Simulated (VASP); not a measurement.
Level of theory: PBE GGA, VASP's PBE PAW potentials (set 64) (plane waves; VASP).

Input for VASP

### POSCAR
```
SiC
1.0
  1.5339527978  -2.6568839377   0.0000000000
  1.5339527978   2.6568839377   0.0000000000
  0.0000000000   0.0000000000   5.0349522479
Si C
2 2
Cart
  1.5339527978  -0.8856297505   2.5153867416
  1.5339527978   0.8856297505   5.0328628656
  1.5339527978  -0.8856297505   4.4076725992
  1.5339527978   0.8856297505   1.8901964753
```

**INCAR**
```
ISIF=3   ! ions, shape and volume
LWAVE=.False.
EDIFF=1E-6   ! SCF stop (eV)
SYSTEM=SiC
GGA=PE
PSTRESS=100
ENCUT=620
LASPH=.True.   ! aspherical one-centre terms
ISMEAR=0   ! Gaussian
SIGMA=0.05
NSW=40   ! most ionic steps
IBRION=2
EDIFFG=-0.02   ! ionic stop
LREAL=.False.   ! projection in real space or not
ALGO=Normal   ! blocked Davidson
PREC=Accurate
NELM=100
LCHARG=.False.
```

KPOINTS:
```
Regular mesh
0
G
  8 8 5
```

POTCAR, in this order: Si C (PBE.64 set). Program: vasp_std.

### Question
What will the output report for the number of irreducible k-points (NKPTS), largest plane-wave count, number of space-group operations, FFT grid (NGX, NGY, NGZ)?

### Answer

| Quantity | Value |
|---|---|
| number of irreducible k-points (NKPTS) | 30 |
| largest plane-wave count | 1460 |
| number of space-group operations | 12 |
| FFT grid (NGX, NGY, NGZ) | 28 × 28 × 42 |

The compound is SiC in the wurtzite structure, the rare 2H polytype. This run relaxes it under an external pressure of 10 GPa. Symmetry was kept, so distortions that lower it aren't found.
